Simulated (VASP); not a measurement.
Runs of VASP 6.6.1 on SnSe2. It takes space group P-3m1 (No. 164, trigonal). The conventional cell has a = 3.825 Å, b = 3.825 Å, c = 6.227 Å, α = 90.00°, β = 90.00°, γ = 120.00°. Sn (site symmetry -3m) has 6 Se at 2.71 Å as nearest neighbours. Around Se (site symmetry 3m) lie 3 Sn at 2.71 Å. 

```csv
task,level,potentials or basis,cell,k mesh,cutoff (eV),smearing,gap on the mesh (eV),pressure (GPa),largest force (eV/Å)
single point,PBE,"VASP PAW PBE potentials, release 64 (Sn_d, Se)","P-3m1, 26.3 Å³/atom",12 × 12 × 4,520,fermi-dirac 0.02 eV,0.74,3.0,0.28
relaxation of cell and atoms,PBE+D3(BJ),"VASP PAW PBE potentials, release 64 (Sn_d, Se)",relaxed,12 × 12 × 4,600,fermi-dirac 0.02 eV,(c),0.0,-
single point,LDA,"VASP PAW LDA potentials, release 64 (Sn_d, Se)","P-3m1, 26.3 Å³/atom",12 × 12 × 4,520,gaussian 0.01 eV,(b),-1.4,-
dielectric tensor,PBE,"VASP PAW PBE potentials, release 64 (Sn_d, Se)","P-3m1, 26.3 Å³/atom",6 × 6 × 4,520,gaussian 0.01 eV,0.79,-,-
single point,PBE+D3(BJ),"VASP PAW PBE potentials, release 64 (Sn_d, Se)","P-3m1, 25.55 Å³/atom",12 × 12 × 4,520,fermi-dirac 0.02 eV,0.47,0.1,(a)
```

Alike in all rows: no spin polarisation.

Task: Fill in the values left out.

Result: (a) 0.02; (b) 0.62; (c) 0.46.

Caveats: spin-orbit coupling is left out, which moves the levels of the heavy elements; this functional lacks dispersion, which binds the layers, so the pressure and a relaxed spacing across them are unreliable (some runs).

A k mesh can miss the band edges, and the runs leave out spin-orbit coupling on Se, Sn.
